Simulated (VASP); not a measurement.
# Co2Cu2C: magnetic orders, part 4 of 5

Is Co2Cu2C a ferromagnet or an antiferromagnet at this level? The cell is invented: it takes the structure of a Materials Project entry for Mn2Co2C (space group 123 there), with some of its atoms replaced by other elements, volume scaled by an estimate. It may not be a known or stable phase.

VASP 6.6.1, plane waves and PAW; the level of theory is named at each step.

Still holding for the runs below: The magnetic state follows from one typed start and may not be the lowest. The k-mesh is coarse for a metal. A U on the itinerant d states of such a compound is hard to justify; it moves the bands at the Fermi level and favours large moments.

So far, largest spin moment in the PAW sphere (μB): step 2 (relax in the ferromagnetic state, LDA, DFT+U) 1.02; step 3 (magnetic order, start order fm, signs ++++, LDA, DFT+U, from parallel moments) 1.05. The relaxed cell has a = 3.593, c = 3.841 Å (conventional setting).

## Step 4: Magnetic order, start order AFM 1, signs +-+-

This step: LDA, DFT+U (Co d 3 eV, Cu d 2 eV), spin-polarised, from moments of both signs; plane waves and PAW (Cu, Co, C); invented cell (VASP 6.6.1).

Input file INCAR:

```
SYSTEM = Co2Cu2C
PREC = Accurate
ENCUT = 480
EDIFF = 1E-06
NELM = 150
ISMEAR = 0
SIGMA = 0.05
LREAL = .FALSE.
ALGO = Normal
GGA = CA
NBANDS = 30
ISPIN = 2
MAGMOM = 0.6 -0.6 2 -2 0
LDAU = .TRUE.
LDAUTYPE = 2
LDAUL = 2 2 -1
LDAUU = 2 3 0
LDAUJ = 0 0 0
LDAUPRINT = 1
LASPH = .TRUE.
LMAXMIX = 4
LORBIT = 11
LWAVE = .FALSE.
LCHARG = .TRUE.
AMIX = 0.2
BMIX = 1E-04
AMIX_MAG = 0.8
BMIX_MAG = 1E-04
```

Input file POSCAR:

```
Co2Cu2C
1.0
    3.5927436800      0.0000000000      0.0000000000
    0.0000000000      3.5927436800      0.0000000000
    0.0000000000      0.0000000000      3.8411341637
Cu Co C
2 2 1
Direct
    0.0000000000      0.0000000000      0.0000000000
    0.5000000000      0.5000000000      0.0000000000
    0.5000000000      0.0000000000      0.5000000000
    0.0000000000      0.5000000000      0.5000000000
    0.5000000000      0.5000000000      0.5000000000
```

Input file KPOINTS:

```
Automatic mesh
0
Gamma
5 5 5
0 0 0
```

The projector-augmented-wave data sets are Cu, Co and C (LDA family, release 64).

Launch:

```
> mpirun -np 1 vasp_std
```

Log:

```text
[... set-up lines as in an earlier step ...]
 entering main loop
       N       E                     dE             d eps       ncg     rms          rms(c)
DAV:   1     0.333284550406E+03    0.33328E+03   -0.18924E+04  3384   0.220E+03
DAV:   2     0.313916206446E+00   -0.33297E+03   -0.31829E+03  3240   0.386E+02
DAV:   3    -0.332950909797E+02   -0.33609E+02   -0.31782E+02  4034   0.157E+02
DAV:   4    -0.346937062313E+02   -0.13986E+01   -0.13832E+01  4428   0.336E+01
DAV:   5    -0.347278948002E+02   -0.34189E-01   -0.34171E-01  4378   0.505E+00    0.297E+01
DAV:   6    -0.280722775622E+02    0.66556E+01   -0.14813E+01  4684   0.852E+01    0.121E+01
DAV:   7    -0.282349647829E+02   -0.16269E+00   -0.35447E+00  4816   0.204E+01    0.775E+00
DAV:   8    -0.282010089920E+02    0.33956E-01   -0.33399E-01  5096   0.156E+01    0.675E+00
DAV:   9    -0.282018387372E+02   -0.82975E-03   -0.41196E-01  4856   0.117E+01    0.566E+00
DAV:  10    -0.281458591397E+02    0.55980E-01   -0.34324E-01  4318   0.118E+01    0.275E+00
DAV:  11    -0.281477840494E+02   -0.19249E-02   -0.13211E-01  5632   0.628E+00    0.108E+00
DAV:  12    -0.281602726625E+02   -0.12489E-01   -0.31774E-02  5370   0.263E+00    0.100E+00
DAV:  13    -0.281634809028E+02   -0.32082E-02   -0.30927E-03  5190   0.522E-01    0.100E+00
DAV:  14    -0.281603487728E+02    0.31321E-02   -0.14146E-03  5124   0.473E-01    0.996E-01
DAV:  15    -0.281674197299E+02   -0.70710E-02   -0.79063E-03  5072   0.134E+00    0.979E-01
DAV:  16    -0.281913045211E+02   -0.23885E-01   -0.12847E-01  5346   0.523E+00    0.780E-01
DAV:  17    -0.282136059335E+02   -0.22301E-01   -0.16565E-01  5784   0.473E+00    0.815E-01
DAV:  18    -0.282169207514E+02   -0.33148E-02   -0.10352E-02  4050   0.106E+00    0.774E-01
DAV:  19    -0.282276299468E+02   -0.10709E-01   -0.87422E-02  5568   0.312E+00    0.716E-01
DAV:  20    -0.282332542320E+02   -0.56243E-02   -0.10908E-02  5654   0.225E+00    0.288E-01
DAV:  21    -0.282341147066E+02   -0.86047E-03   -0.53840E-03  5706   0.958E-01    0.245E-01
DAV:  22    -0.282348635194E+02   -0.74881E-03   -0.31557E-03  5550   0.810E-01    0.162E-01
DAV:  23    -0.282346203066E+02    0.24321E-03   -0.57781E-03  5492   0.115E+00    0.131E-01
DAV:  24    -0.282353708772E+02   -0.75057E-03   -0.28720E-03  5700   0.748E-01    0.671E-02
DAV:  25    -0.282354057608E+02   -0.34884E-04   -0.14216E-04  5142   0.277E-01    0.261E-02
DAV:  26    -0.282353583605E+02    0.47400E-04   -0.41329E-04  5488   0.291E-01    0.494E-02
DAV:  27    -0.282353917249E+02   -0.33364E-04   -0.92319E-05  5034   0.120E-01    0.388E-02
DAV:  28    -0.282354198956E+02   -0.28171E-04   -0.10363E-04  5352   0.152E-01    0.131E-02
DAV:  29    -0.282354251834E+02   -0.52878E-05   -0.24370E-05  5110   0.540E-02    0.443E-03
DAV:  30    -0.282354257232E+02   -0.53989E-06   -0.24257E-06  2178   0.161E-02
   1 F= -.28235426E+02 E0= -.28234928E+02  d E =-.995648E-03  mag=    -0.3110
```

Elapsed: 2.4 min, on 1 MPI rank of AMD EPYC 7R43, shared host; peak memory 0.16 GiB.

From OUTCAR (step 4):

```text
The static configuration has the point symmetry D_4h.

 Found     27 irreducible k-points:

   k-points           NKPTS =     27   k-points in BZ     NKDIM =     27   number of bands    NBANDS=     30

   NELECT =      44.0000    total number of electrons

atom =   1  type =  1  l = 2

 onsite density matrix

spin component  1

  0.9328  0.0000 -0.0000  0.0000 -0.0000
  0.0000  0.9300  0.0000 -0.0000  0.0000
 -0.0000  0.0000  0.9178  0.0000 -0.0102
  0.0000 -0.0000  0.0000  0.9393  0.0000
 -0.0000  0.0000 -0.0102  0.0000  0.9203

spin component  2

  0.9345  0.0000 -0.0000  0.0000 -0.0000
  0.0000  0.9415  0.0000 -0.0000  0.0000
 -0.0000  0.0000  0.9393  0.0000 -0.0079
  0.0000 -0.0000  0.0000  0.9272  0.0000
 -0.0000  0.0000 -0.0079  0.0000  0.9337

 occupancies and eigenvectors

  o =  0.9087  v =  0.0000  0.0000  0.7486  0.0000  0.6631  0.0000  0.0000  0.0000  0.0000  0.0000      0.0000  0.0000  0.0000  0.0000  0.0000  0.0000  0.0000  0.0000  0.0000  0.0000
  o =  0.9272  v =  0.0000  0.0000  0.0000  0.0000  0.0000  0.0000  0.0000  0.0000 -1.0000  0.0000      0.0000  0.0000  0.0000  0.0000  0.0000  0.0000  0.0000  0.0000  0.0000  0.0000
  o =  0.9281  v =  0.0000  0.0000  0.0000  0.0000  0.0000  0.0000  0.0000  0.5781  0.0000  0.8159      0.0000  0.0000  0.0000  0.0000  0.0000  0.0000  0.0000  0.0000  0.0000  0.0000
  o =  0.9294  v =  0.0000 -0.0000  0.6631  0.0000 -0.7486  0.0000  0.0000  0.0000  0.0000  0.0000      0.0000  0.0000  0.0000  0.0000  0.0000  0.0000  0.0000  0.0000  0.0000  0.0000
  o =  0.9300  v =  0.0000 -1.0000 -0.0000  0.0000  0.0000  0.0000  0.0000  0.0000  0.0000  0.0000      0.0000  0.0000  0.0000  0.0000  0.0000  0.0000  0.0000  0.0000  0.0000  0.0000
  o =  0.9328  v =  1.0000  0.0000  0.0000  0.0000  0.0000  0.0000  0.0000  0.0000  0.0000  0.0000      0.0000  0.0000  0.0000  0.0000  0.0000  0.0000  0.0000  0.0000  0.0000  0.0000
  o =  0.9345  v =  0.0000  0.0000  0.0000  0.0000  0.0000  1.0000  0.0000  0.0000  0.0000  0.0000      0.0000  0.0000  0.0000  0.0000  0.0000  0.0000  0.0000  0.0000  0.0000  0.0000
  o =  0.9393  v =  0.0000  0.0000  0.0000 -1.0000  0.0000  0.0000  0.0000  0.0000  0.0000  0.0000      0.0000  0.0000  0.0000  0.0000  0.0000  0.0000  0.0000  0.0000  0.0000  0.0000
  o =  0.9415  v =  0.0000  0.0000  0.0000  0.0000  0.0000  0.0000  1.0000 -0.0000  0.0000  0.0000      0.0000  0.0000  0.0000  0.0000  0.0000  0.0000  0.0000  0.0000  0.0000  0.0000
  o =  0.9449  v =  0.0000  0.0000  0.0000  0.0000  0.0000  0.0000  0.0000  0.8159  0.0000 -0.5781      0.0000  0.0000  0.0000  0.0000  0.0000  0.0000  0.0000  0.0000  0.0000  0.0000

atom =   2  type =  1  l = 2

 onsite density matrix

spin component  1

  0.9394  0.0000  0.0000  0.0000 -0.0000
  0.0000  0.9480  0.0000 -0.0000  0.0000
  0.0000  0.0000  0.8876  0.0000  0.0024
  0.0000 -0.0000  0.0000  0.9267  0.0000
 -0.0000  0.0000  0.0024  0.0000  0.9405

spin component  2

  0.9398  0.0000  0.0000  0.0000 -0.0000
  0.0000  0.9144  0.0000  0.0000  0.0000
  0.0000  0.0000  0.8893  0.0000  0.0022
  0.0000  0.0000  0.0000  0.9504  0.0000
 -0.0000  0.0000  0.0022  0.0000  0.9436

 occupancies and eigenvectors

  o =  0.8875  v =  0.0000 -0.0000 -0.9989 -0.0000  0.0458  0.0000  0.0000  0.0000  0.0000  0.0000      0.0000  0.0000  0.0000  0.0000  0.0000  0.0000  0.0000  0.0000  0.0000  0.0000
  o =  0.8892  v =  0.0000  0.0000  0.0000  0.0000  0.0000  0.0000 -0.0000 -0.9992  0.0000  0.0396      0.0000  0.0000  0.0000  0.0000  0.0000  0.0000  0.0000  0.0000  0.0000  0.0000
  o =  0.9144  v =  0.0000  0.0000  0.0000  0.0000  0.0000  0.0000  1.0000 -0.0000  0.0000  0.0000      0.0000  0.0000  0.0000  0.0000  0.0000  0.0000  0.0000  0.0000  0.0000  0.0000
  o =  0.9267  v =  0.0000 -0.0000  0.0000  1.0000  0.0000  0.0000  0.0000  0.0000  0.0000  0.0000      0.0000  0.0000  0.0000  0.0000  0.0000  0.0000  0.0000  0.0000  0.0000  0.0000
  o =  0.9394  v =  1.0000  0.0000  0.0000  0.0000  0.0000  0.0000  0.0000  0.0000  0.0000  0.0000      0.0000  0.0000  0.0000  0.0000  0.0000  0.0000  0.0000  0.0000  0.0000  0.0000
  o =  0.9398  v =  0.0000  0.0000  0.0000  0.0000  0.0000  1.0000  0.0000  0.0000  0.0000  0.0000      0.0000  0.0000  0.0000  0.0000  0.0000  0.0000  0.0000  0.0000  0.0000  0.0000
  o =  0.9406  v =  0.0000  0.0000 -0.0458  0.0000 -0.9989  0.0000  0.0000  0.0000  0.0000  0.0000      0.0000  0.0000  0.0000  0.0000  0.0000  0.0000  0.0000  0.0000  0.0000  0.0000
  o =  0.9437  v =  0.0000  0.0000  0.0000  0.0000  0.0000  0.0000 -0.0000  0.0396  0.0000  0.9992      0.0000  0.0000  0.0000  0.0000  0.0000  0.0000  0.0000  0.0000  0.0000  0.0000
  o =  0.9480  v =  0.0000  1.0000 -0.0000  0.0000  0.0000  0.0000  0.0000  0.0000  0.0000  0.0000      0.0000  0.0000  0.0000  0.0000  0.0000  0.0000  0.0000  0.0000  0.0000  0.0000
  o =  0.9504  v =  0.0000  0.0000  0.0000  0.0000  0.0000  0.0000  0.0000  0.0000 -1.0000  0.0000      0.0000  0.0000  0.0000  0.0000  0.0000  0.0000  0.0000  0.0000  0.0000  0.0000

atom =   3  type =  2  l = 2

 onsite density matrix

spin component  1

  0.7905  0.0000 -0.0000  0.0000 -0.0000
  0.0000  0.8900  0.0000 -0.0000  0.0000
 -0.0000  0.0000  0.8703  0.0000 -0.0224
  0.0000 -0.0000  0.0000  0.8949  0.0000
 -0.0000  0.0000 -0.0224  0.0000  0.8409

spin component  2

  0.5466  0.0000 -0.0000  0.0000  0.0000
[...]
o =  0.8288  v =  0.0000  0.0000 -0.4747  0.0000 -0.8801  0.0000  0.0000  0.0000  0.0000  0.0000      0.0000  0.0000  0.0000  0.0000  0.0000  0.0000  0.0000  0.0000  0.0000  0.0000
  o =  0.8355  v =  0.0000  0.0000  0.0000  0.0000  0.0000  0.0000  0.0000  0.0000  1.0000  0.0000      0.0000  0.0000  0.0000  0.0000  0.0000  0.0000  0.0000  0.0000  0.0000  0.0000
  o =  0.8823  v =  0.0000 -0.0000  0.8801  0.0000 -0.4747  0.0000  0.0000  0.0000  0.0000  0.0000      0.0000  0.0000  0.0000  0.0000  0.0000  0.0000  0.0000  0.0000  0.0000  0.0000
  o =  0.8900  v =  0.0000  1.0000  0.0000  0.0000 -0.0000  0.0000  0.0000  0.0000  0.0000  0.0000      0.0000  0.0000  0.0000  0.0000  0.0000  0.0000  0.0000  0.0000  0.0000  0.0000
  o =  0.8949  v =  0.0000  0.0000  0.0000  1.0000  0.0000  0.0000  0.0000  0.0000  0.0000  0.0000      0.0000  0.0000  0.0000  0.0000  0.0000  0.0000  0.0000  0.0000  0.0000  0.0000

atom =   4  type =  2  l = 2

 onsite density matrix

spin component  1

  0.6572  0.0000 -0.0000  0.0000 -0.0000
  0.0000  0.8717  0.0000 -0.0000  0.0000
 -0.0000  0.0000  0.2867  0.0000 -0.2486
  0.0000 -0.0000  0.0000  0.7191  0.0000
 -0.0000  0.0000 -0.2486  0.0000  0.6452

spin component  2

  0.7831  0.0000  0.0000  0.0000 -0.0000
  0.0000  0.9182  0.0000  0.0000  0.0000
  0.0000  0.0000  0.9008  0.0000  0.0406
  0.0000  0.0000  0.0000  0.9022  0.0000
 -0.0000  0.0000  0.0406  0.0000  0.8699

 occupancies and eigenvectors

  o =  0.1594  v =  0.0000  0.0000  0.8902  0.0000  0.4556  0.0000  0.0000  0.0000  0.0000  0.0000      0.0000  0.0000  0.0000  0.0000  0.0000  0.0000  0.0000  0.0000  0.0000  0.0000
  o =  0.6572  v =  1.0000  0.0000  0.0000  0.0000  0.0000  0.0000  0.0000  0.0000  0.0000  0.0000      0.0000  0.0000  0.0000  0.0000  0.0000  0.0000  0.0000  0.0000  0.0000  0.0000
  o =  0.7191  v =  0.0000  0.0000  0.0000  1.0000  0.0000  0.0000  0.0000  0.0000  0.0000  0.0000      0.0000  0.0000  0.0000  0.0000  0.0000  0.0000  0.0000  0.0000  0.0000  0.0000
  o =  0.7724  v =  0.0000 -0.0000 -0.4556  0.0000  0.8902  0.0000  0.0000  0.0000  0.0000  0.0000      0.0000  0.0000  0.0000  0.0000  0.0000  0.0000  0.0000  0.0000  0.0000  0.0000
  o =  0.7831  v =  0.0000  0.0000  0.0000  0.0000  0.0000  1.0000  0.0000  0.0000  0.0000  0.0000      0.0000  0.0000  0.0000  0.0000  0.0000  0.0000  0.0000  0.0000  0.0000  0.0000
  o =  0.8419  v =  0.0000  0.0000  0.0000  0.0000  0.0000  0.0000  0.0000 -0.5677  0.0000  0.8232      0.0000  0.0000  0.0000  0.0000  0.0000  0.0000  0.0000  0.0000  0.0000  0.0000
  o =  0.8717  v =  0.0000  1.0000 -0.0000  0.0000  0.0000  0.0000  0.0000  0.0000  0.0000  0.0000      0.0000  0.0000  0.0000  0.0000  0.0000  0.0000  0.0000  0.0000  0.0000  0.0000
  o =  0.9022  v =  0.0000  0.0000  0.0000  0.0000  0.0000  0.0000  0.0000  0.0000  1.0000  0.0000      0.0000  0.0000  0.0000  0.0000  0.0000  0.0000  0.0000  0.0000  0.0000  0.0000
  o =  0.9182  v =  0.0000  0.0000  0.0000  0.0000  0.0000  0.0000 -1.0000  0.0000  0.0000  0.0000      0.0000  0.0000  0.0000  0.0000  0.0000  0.0000  0.0000  0.0000  0.0000  0.0000
  o =  0.9288  v =  0.0000  0.0000  0.0000  0.0000  0.0000  0.0000  0.0000  0.8232  0.0000  0.5677      0.0000  0.0000  0.0000  0.0000  0.0000  0.0000  0.0000  0.0000  0.0000  0.0000

 E-fermi :   8.8180

 spin component 1
 k-point     1 :       0.0000    0.0000    0.0000
  band No.  band energies     occupation
    ...
     19       7.4473      1.00000
     20       7.7728      1.00000
     21       8.0571      1.00000
     22       8.0933      1.00000
     23       8.7301      0.99355
     24       9.4392      0.00000
     25      12.6655      0.00000
     26      14.4512      0.00000
     27      14.8784      0.00000
     28      14.9170      0.00000
    ...

 k-point     2 :       0.2000    0.0000    0.0000
  band No.  band energies     occupation
    ...
     18       7.2166      1.00000
     19       7.5100      1.00000
     20       7.5896      1.00000
     21       8.0465      1.00000
     22       8.7147      0.99826
     23       9.2546      0.00000
     24       9.3497      0.00000
     25      12.8645      0.00000
     26      13.6445      0.00000
     27      14.6991      0.00000
    ...

 k-point     3 :       0.0000    0.2000    0.0000
  band No.  band energies     occupation
    ...
     18       7.3261      1.00000
     19       7.6950      1.00000
     20       7.7910      1.00000
     21       8.0447      1.00000
     22       8.0813      1.00000
     23       8.9934      0.00000
     24       9.3892      0.00000
     25      12.9036      0.00000
     26      13.6922      0.00000
     27      14.7026      0.00000
    ...

 k-point     4 :       0.4000    0.0000    0.0000
  band No.  band energies     occupation
    ...
     17       6.7814      1.00000
     18       6.8743      1.00000
     19       6.9172      1.00000
     20       7.1405      1.00000
     21       8.0306      1.00000
     22       9.1685      0.00000
     23       9.7926      0.00000
     24      10.1451      0.00000
     25      12.4292      0.00000
     26      13.7760      0.00000
    ...

  Total        1.3217812      0.2338922     -1.1929849      0.0000000      0.0000000      0.0000000
  in kB       42.7128161      7.5581296    -38.5508176      0.0000000      0.0000000      0.0000000
  external PRESSURE =       3.9067094 kB  Pullay stress =       0.0000000 kB

  FREE ENERGIE OF THE ION-ELECTRON SYSTEM (eV)
  ---------------------------------------------------
  free  energy   TOTEN  =       -28.2354257232 eV

  energy  without entropy=      -28.2344300750  energy(sigma->0) =      -28.23492790

 total charge
# of ion       s       p       d       tot
------------------------------------------
    1        0.412   0.344   9.295  10.051
    2        0.455   0.528   9.257  10.240
    3        0.469   0.667   7.600   8.736
    4        0.483   0.687   7.516   8.686
    5        0.904   1.600   0.000   2.504
--------------------------------------------------
tot          2.723   3.827  33.668  40.217

 magnetization (x)
# of ion       s       p       d       tot
------------------------------------------
    1       -0.002   0.004  -0.036  -0.034
    2        0.002  -0.001   0.005   0.005
    3        0.016   0.007   0.934   0.957
    4       -0.017  -0.010  -1.195  -1.221
    5        0.001  -0.007   0.000  -0.006
--------------------------------------------------
tot         -0.001  -0.007  -0.292  -0.300

[... 7 parts as in an earlier step ...]

[... 10 further parts left out ...]
```

This step gave:

* electronic cycles: 30
* free energy (TOTEN): -28.24 eV
* energy at zero smearing: -28.23 eV
* Fermi energy: 8.818 eV
* moment of the cell, from the last line of the log: -0.311 μB

Spin moment in the PAW sphere by atom:

| atom | spin moment in the PAW sphere (μB) |
| --- | --- |
| Cu1 | -0.03 |
| Cu2 | 0.01 |
| Co3 | 0.96 |
| Co4 | -1.22 |
| C5 | -0.01 |

Spin density in the ac plane at fractional y = 0.500, with atoms of Cu and Co and C within 0.2 Å of it.

Ten even steps from '_' (-1.7 e/Å³) to '@' (0.0 e/Å³), each cell a mean:
```
@@@@@@@@@@@@@@@@@@@@@@@@@@@@
@@@@@@@@@@@@@@@@@@@@@@@@@@@@
@@@@@@@@@@@@@@@@@@@@@@@@@@@@
%%%%@@@@@@@@@@@@@@@@@@@@@@%%
==**%%@@@@@@@@@@@@@@@@@@%%**
..==%%@@@@@@@@@@@@@@@@@@##--
__--##@@@@@@@@@@@@@@@@@@##::
..==##@@@@@@@@@@@@@@@@@@##--
--++%%@@@@@@@@@@@@@@@@@@%%++
##%%@@@@@@@@@@@@@@@@@@@@@@%%
@@@@@@@@@@@@@@@@@@@@@@@@@@@@
@@@@@@@@@@@@@@@@@@@@@@@@@@@@
@@@@@@@@@@@@@@@@@@@@@@@@@@@@
@@@@@@@@@@@@@@@@@@@@@@@@@@@@
```
Columns run along a (3.6 Å), rows up along c (3.8 Å). Atoms in or near the plane, at fractional coordinates: Cu at (0.50, 0.00), Co at (0.00, 0.50), C at (0.50, 0.50).

Valence density in the ac plane at fractional y = 0.500, with atoms of Cu and Co and C within 0.2 Å of it. It is the smooth field of the valence electrons, not physical close to the nuclei.

Ten even steps from '_' (0 e/Å³) to '@' (16 e/Å³), each cell a mean:
```
__________::++##++::________
__________..::--::__________
____________________________
____________________________
....______________________..
--::..__________________..--
++==::__________________::==
==--..__________________..--
::..______________________..
____________________________
____________________________
____________......__________
__________::++**==..________
__________--##@@**::________
```
Columns run along a (3.6 Å), rows up along c (3.8 Å). Atoms in or near the plane, at fractional coordinates: Cu at (0.50, 0.00), Co at (0.00, 0.50), C at (0.50, 0.50).

The largest moment at the end is 1.22 μB, and the moments of the cell sum to -0.31 μB.

## Step 5: Magnetic order, start order ferri 2, signs ++--

INCAR: that of step 4 with these lines changed.

```diff
@@ -12,3 +12,3 @@
 ISPIN = 2
-MAGMOM = 0.6 -0.6 2 -2 0
+MAGMOM = 0.6 0.6 -2 -2 0
 LDAU = .TRUE.
@@ -23,3 +23,3 @@
 LWAVE = .FALSE.
-LCHARG = .TRUE.
+LCHARG = .FALSE.
 AMIX = 0.2
```

POSCAR is that of step 4.

KPOINTS is that of step 4.

Launch:

```
> mpirun -np 1 vasp_std
```

Log:

```text
[... set-up lines as in an earlier step ...]
 entering main loop
       N       E                     dE             d eps       ncg     rms          rms(c)
DAV:   1     0.332486825638E+03    0.33249E+03   -0.18740E+04  2264   0.218E+03
DAV:   2     0.698336876483E+00   -0.33179E+03   -0.31667E+03  2172   0.387E+02
DAV:   3    -0.333616911127E+02   -0.34060E+02   -0.31937E+02  2638   0.157E+02
DAV:   4    -0.348489951797E+02   -0.14873E+01   -0.14698E+01  3026   0.343E+01
[...]
DAV:  17    -0.283097566101E+02   -0.14008E-04   -0.44102E-05  3580   0.119E-01    0.101E-02
DAV:  18    -0.283097585111E+02   -0.19010E-05   -0.65811E-06  2034   0.274E-02    0.579E-03
DAV:  19    -0.283097587132E+02   -0.20210E-06   -0.84967E-07  1238   0.246E-02
   1 F= -.28309759E+02 E0= -.28308865E+02  d E =-.178728E-02  mag=    -2.0004
```

Elapsed: 59 s, on 1 MPI rank; peak memory 0.14 GiB.

OUTCAR, selected parts (step 5):

```text
  Total        0.0990503      0.0990503      0.0540109      0.0000000      0.0000000     -0.0000000
  in kB        3.2007695      3.2007695      1.7453402      0.0000000      0.0000000     -0.0000000
  external PRESSURE =       2.7156264 kB  Pullay stress =       0.0000000 kB

  FREE ENERGIE OF THE ION-ELECTRON SYSTEM (eV)
  ---------------------------------------------------
  free  energy   TOTEN  =       -28.3097587132 eV

  energy  without entropy=      -28.3079714334  energy(sigma->0) =      -28.30886507

 magnetization (x)
# of ion       s       p       d       tot
------------------------------------------
    1        0.028   0.014  -0.050  -0.008
    2       -0.011   0.006   0.031   0.026
    3        0.004   0.006  -1.059  -1.048
    4        0.004   0.006  -1.059  -1.048
    5        0.003   0.033   0.000   0.036
--------------------------------------------------
tot          0.028   0.065  -2.136  -2.043

[... 3 parts as in an earlier step ...]

[... 1 further part left out ...]
[key lines of the parts left out:]
E-fermi :   8.8665
```

The largest moment at the end is 1.05 μB, and the moments of the cell sum to -2.00 μB.

(Continued in part 5 of 5.)

[Lines on the potential files, build, host, timing and source positions are cut from VASP's logs without a mark.]

[Logs are printed without paths, hosts, clocks, repeated set-up lines and the standing remarks that a program may print on its own settings, such as how far it seeks lower states.]

[Hosts, paths, dates, database ids (printed as entryN), source tags and the programs' standing remarks are cut or masked in the printed files.]

[In band tables of VASP the shares of atoms and orbitals are scaled to a sum of 1 inside the atoms' spheres.]

[Runs that stopped without an error message from VASP are left out.]
